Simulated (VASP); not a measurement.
Runs of VASP 6.6.1 on Ge. It takes space group Fd-3m (No. 227, cubic). The conventional cell has a = 5.658 Å, b = 5.658 Å, c = 5.658 Å, α = 90.00°, β = 90.00°, γ = 90.00°. Ge (site symmetry -43m) is surrounded by 4 Ge at 2.45 Å. 

```tsv
k mesh	cutoff (eV)	gap on the mesh (eV)	pressure (GPa)
8 × 8 × 8	400	0.03	3.1
14 × 14 × 14	520	0.03	3.5
6 × 6 × 6	520	(a)	3.5
8 × 8 × 8	450	0.03	3.2
8 × 8 × 8	350	0.03	-
```

Alike in all rows: task single point; level PBE; potentials or basis VASP PAW PBE potentials, release 64 (Ge_d); no spin polarisation; cell as given; smearing gaussian 0.02 eV.

Estimate the missing entries.

(a) 0.04.

Caveats: the cutoff is under 1.25 times the usual one of these potentials, so pressure, stress and relaxed cells hold a basis-set (Pulay) error (some runs).

A k mesh can miss the band edges, and the runs leave out spin-orbit coupling on Ge.

Not every run made on this cell is shown here.
